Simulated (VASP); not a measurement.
# CdTe: excitons from the Bethe-Salpeter equation, part 3 of 3

What does the electron-hole attraction do to the spectrum of CdTe? The cell is of the zinc-blende type, one of the forms listed for this formula. The start is a cell from a database of measured crystal structures.

VASP 6.6.1, plane waves and PAW; the level of theory is named at each step.

So far, lowest excitation (eV): step 5 (BSE, Tamm-Dancoff) 1.39.

### Step 6. Without the electron-hole attraction

This step: BSE on G0W0 on PBE, without the electron-hole attraction; plane waves and PAW (Cd_GW, Te_GW) (VASP 6.6.1).

LADDER = .FALSE. removes the attraction and keeps the local fields, which shows what the attraction does.

INCAR reads:

```
SYSTEM = CdTe
PREC = Accurate
ENCUT = 300
ISMEAR = 0
SIGMA = 0.01
LREAL = .FALSE.
GGA = PE
NBANDS = 160
ALGO = BSE
NBANDSO = 5
NBANDSV = 4
OMEGAMAX = 25
NEDOS = 1000
CSHIFT = 0.1
PRECFOCK = Fast
LWAVE = .FALSE.
LCHARG = .FALSE.
ENCUTGW = 100
ANTIRES = 0
LADDER = .FALSE.
```

POSCAR reads:

```
CdTe
1.0
    0.0000000000      3.2400000000      3.2400000000
    3.2400000000      0.0000000000      3.2400000000
    3.2400000000      3.2400000000      0.0000000000
Cd Te
1 1
Direct
    0.0000000000      0.0000000000      0.0000000000
    0.2500000000      0.2500000000      0.2500000000
```

KPOINTS reads:

```
Automatic mesh
0
Gamma
6 6 6
0 0 0
```

The projector-augmented-wave data sets are Cd_GW and Te_GW (PBE family, release 64).

The run is started by

```sh
> mpirun -np 8 vasp_std
```

What it wrote:

```text
[banner, memory and clock lines left out]
 LDA part: xc-table for (Slater+PW92), standard interpolation
 found WAVECAR, reading the header
 POSCAR, INCAR and KPOINTS ok, starting setup
 FFT: planning ... GRIDC
 FFT: planning ... GRID_SOFT
 FFT: planning ... GRID
 reading WAVECAR
 the WAVECAR file was read successfully
 initial charge from wavefunction
 available memory per node:     86.39 GB, setting MAXMEM to     88459

 Doing            0  frequencies on each core in blocks of            0
 parallelization over k-points
 Using distributed matrix
 Using distributed eigensolver
 allocating two-electron 4 orbital integral table    5    4    5    4
 BSE setting up matrix
 available memory per node:     86.29 GB, setting MAXMEM to     88357
 Calculate matrix elements of the BSE Hamiltonian:
 Workload is divided into blocks of two-electron 4 orbital integrals computed in
  parallel.
 Each block/integral has dimensions  of (   5,   4,   5,   4) orbitals
 Total number of blocks/integrals:                23436
 Number of spins:                                     1
 Number of kpoints:                                 216
 Spin channel:                                        1
  Number of blocks of unoccupied bands:               1
  Number of blocks of occupied bands:                 1
 Number of rows/columns of blocks:                  216

                                                        Time (sec)
               Integrals                 Ranks       Real         CPU
  [         1 -       1728/     23436]     8         3.60        0.00
  [      1729 -       3456/     23436]     8         7.25        0.00
  [      3457 -       5184/     23436]     8        10.84        0.00
  [      5185 -       6912/     23436]     8        14.44        0.00
  [      6913 -       8640/     23436]     8        18.10        0.00
  [      8641 -      10368/     23436]     8        20.21        0.00
  [     10369 -      12096/     23436]     8        22.77        0.00
  [     12097 -      13824/     23436]     8        25.99        0.00
  [     13825 -      15552/     23436]     8        29.61        0.00
  [     15553 -      17280/     23436]     8        33.26        0.00
  [     17281 -      19008/     23436]     8        36.79        0.00
  [     19009 -      20736/     23436]     8        40.31        0.00
  [     20737 -      22464/     23436]     8        43.84        0.00
  [     22465 -      23328/     23436]     8        45.60        0.00
  [     23329 -      23436/     23436]     8        46.12        0.00

[... 7 parts as in an earlier step ...]
```

Run time: 68 s. Hardware: 8 MPI ranks of AMD EPYC 7R43, shared host; peak memory 2.7 GiB.

From OUTCAR (step 6):

```text
   NELECT =      18.0000    total number of electrons

 E-fermi :   3.5439

[... 8 parts as in an earlier step ...]

[... 2 further parts left out ...]
```

This step gave:

```yaml
lowest_excitation: 1.528 eV
```

The imaginary dielectric function, xx has structure finer than the step of the table below, so its rows give means over 1 eV, whole bins alone (the curve runs from 0 to 25 eV). Peaks (eV: height): 1.6: 17.6, 2.9: 11.7, 3.3: 15.0, 3.9: 8.00, 4.7: 14.8, 5.2: 15.4, 6.7: 9.32.

From 5 filled and 4 empty bands alone, without any pair above OMEGAMAX = 25 eV, so strength is missing wherever others contribute; lines are broadened by CSHIFT, which also makes the tail under the first line. Imaginary dielectric function, xx against photon energy; means over each step:

photon energy (eV), imaginary dielectric function, xx and a bar:
```
        1        2.3 ######
        2        3.6 ##########
        3        7.3 ####################
        4        5.0 ##############
        5       10.9 ##############################
        6        5.3 ###############
        7        7.1 ###################
        8        5.0 ##############
        9        2.9 ########
       10        2.1 ######
       11        0.9 ###
       12        0.6 ##
       13        0.3 #
       14        0.1 
       15        0.2 
       16        0.2 
       17        0.1 
       18        0.0 
       19        0.0 
       20        0.0 
       21        0.0 
       22        0.0 
       23        0.0 
       24        0.0
```

The lowest excitation lies at 1.528 eV, +139 meV against the Tamm-Dancoff singlet. Peak heights aren't converged with the mesh, least of all at the onset.

### Step 7. Independent quasiparticles

This step: BSE on G0W0 on PBE, independent quasiparticles; plane waves and PAW (Cd_GW, Te_GW) (VASP 6.6.1).

With LADDER and LHARTREE off the pairs don't interact at all, so the lowest line must equal the direct gap.

Edit INCAR of step 6 so:

```diff
@@ -20 +20,2 @@
 LADDER = .FALSE.
+LHARTREE = .FALSE.
```

POSCAR is that of step 6.

KPOINTS is that of step 6.

The run is started by

```sh
> mpirun -np 8 vasp_std
```

What it wrote:

```text
[banner, memory and clock lines left out]
 LDA part: xc-table for (Slater+PW92), standard interpolation
 found WAVECAR, reading the header
 POSCAR, INCAR and KPOINTS ok, starting setup
 FFT: planning ... GRIDC
 FFT: planning ... GRID_SOFT
 FFT: planning ... GRID
 reading WAVECAR
 the WAVECAR file was read successfully
 initial charge from wavefunction
 available memory per node:     86.36 GB, setting MAXMEM to     88434

 Doing            0  frequencies on each core in blocks of            0
 parallelization over k-points
 Using distributed matrix
 Using distributed eigensolver
 allocating two-electron 4 orbital integral table    5    4    5    4
 BSE setting up matrix
 available memory per node:     86.19 GB, setting MAXMEM to     88257
 Calculate matrix elements of the BSE Hamiltonian:
 Workload is divided into blocks of two-electron 4 orbital integrals computed in
  parallel.
 Each block/integral has dimensions  of (   5,   4,   5,   4) orbitals
 Total number of blocks/integrals:                23436
 Number of spins:                                     1
 Number of kpoints:                                 216
 Spin channel:                                        1
  Number of blocks of unoccupied bands:               1
  Number of blocks of occupied bands:                 1
 Number of rows/columns of blocks:                  216

                                                        Time (sec)
               Integrals                 Ranks       Real         CPU
  [         1 -       1728/     23436]     8         0.21        0.00
  [      1729 -       3456/     23436]     8         0.40        0.00
  [      3457 -       5184/     23436]     8         0.81        0.00
  [      5185 -       6912/     23436]     8         1.21        0.00
  [      6913 -       8640/     23436]     8         1.57        0.00
  [      8641 -      10368/     23436]     8         2.11        0.00
  [     10369 -      12096/     23436]     8         2.45        0.00
  [     12097 -      13824/     23436]     8         2.80        0.00
  [     13825 -      15552/     23436]     8         3.07        0.00
  [     15553 -      17280/     23436]     8         3.29        0.00
  [     17281 -      19008/     23436]     8         3.62        0.00
  [     19009 -      20736/     23436]     8         4.10        0.00
  [     20737 -      22464/     23436]     8         4.54        0.00
  [     22465 -      23328/     23436]     8         4.76        0.00
  [     23329 -      23436/     23436]     8         4.82        0.00

[... 7 parts as in an earlier step ...]
```

Elapsed: 29 s, on 8 MPI ranks; peak memory 2.6 GiB.

From OUTCAR (step 7):

```text
   NELECT =      18.0000    total number of electrons

 E-fermi :   3.5439

[... 8 parts as in an earlier step ...]

[... 2 further parts left out ...]
```

This step gave:

```
lowest excitation : 1.525 eV
```

The imaginary dielectric function, xx has structure finer than the step of the table below, so its rows give means over 1 eV, whole bins alone (the curve runs from 0 to 25 eV). Peaks (eV: height): 1.5: 17.6, 2.8: 12.2, 3.3: 16.2, 4.7: 19.8, 5.1: 18.1, 5.9: 10.8, 6.6: 12.4.

From 5 filled and 4 empty bands alone, without any pair above OMEGAMAX = 25 eV, so strength is missing wherever others contribute; lines are broadened by CSHIFT, which also makes the tail under the first line. Table of imaginary dielectric function, xx by photon energy; means over each step:

```tsv
photon energy (eV)	imaginary dielectric function, xx
1	2.36
2	3.60
3	7.85
4	5.97
5	12.8
6	7.59
7	7.34
8	3.23
9	1.28
10	0.867
11	0.266
12	0.236
13	0.108
14	0.0897
15	0.173
16	0.147
17	0.0882
18	0.0314
19	0.00994
20	0.00649
21	0.00518
22	0.00431
23	0.00364
24	0.00313
```

The lowest excitation lies at 1.525 eV, +136 meV against the Tamm-Dancoff singlet. Peak heights aren't converged with the mesh, least of all at the onset.

### Step 8. Summary

This step: BSE on G0W0 on PBE; plane waves and PAW (VASP 6.6.1).

This step runs nothing: it gathers the runs above.

Cost is wall time times ranks on a shared host, for this step alone, without the steps before it. Excitations by level:

```tsv
level	first excitation (eV)	cost (core minutes)
BSE, Tamm-Dancoff	1.389	11.73
without the electron-hole attraction	1.528	9.07
independent quasiparticles	1.525	3.87
```

### Step 9. Summary of results

```
BSE, Tamm-Dancoff                    : lowest vertical excitation 1.389 eV; direct gap 1.525 eV
without the electron-hole attraction : lowest vertical excitation 1.528 eV; direct gap 1.525 eV
independent quasiparticles           : lowest vertical excitation 1.525 eV; direct gap 1.525 eV
```

**Reading.** The Bethe-Salpeter equation puts the lowest vertical singlet excitation at 1.389 eV, 0.14 eV below the direct gap of 1.525 eV; the states within 10 meV of it carry 100 % of the strength of the strongest such group among the lowest 40 states. The attraction moves the centre of weight of eps2 xx over the computed range by -0.95 eV against the run without the attraction, a shift that holds the same mesh error. The binding energy was not obtained: in a well-screened crystal the exciton spreads over many cells, and on this mesh its distance from the gap is set by the mesh and is far too large. On such a mesh the heights of single peaks aren't converged either. Bands, response cutoff and mesh of the GW step weren't tested in this session. Only the bands set by NBANDSO and NBANDSV form pairs, and any pair above OMEGAMAX = 25 eV is dropped, so the spectrum is that of this window; the window can cut degenerate bands. Spin-orbit coupling is left out; with Cd and Te in the cell it can split or shift band edges, by an amount that depends on which atoms form them and isn't tested here. Not tabulated here, as repeats of values shown or as unfit to read for their mesh, reference level or band range: eps2 curves (empty bands); eps1 curves and static values (BSE, empty bands, independent quasiparticles, without the electron-hole attraction); exciton binding energies (BSE); line lists of runs without attraction (independent quasiparticles, without the electron-hole attraction).

[Lines on the potential files, build, host, timing and source positions are cut from VASP's logs without a mark.]

[Logs are printed without paths, hosts, clocks, repeated set-up lines and the standing remarks that a program may print on its own settings, such as how far it seeks lower states.]

[Hosts, paths, dates, database ids (printed as entryN), source tags and the programs' standing remarks are cut or masked in the printed files.]

[Pressures printed for these runs are not shown converged in the cutoff: they can be off by several GPa and have the wrong sign.]
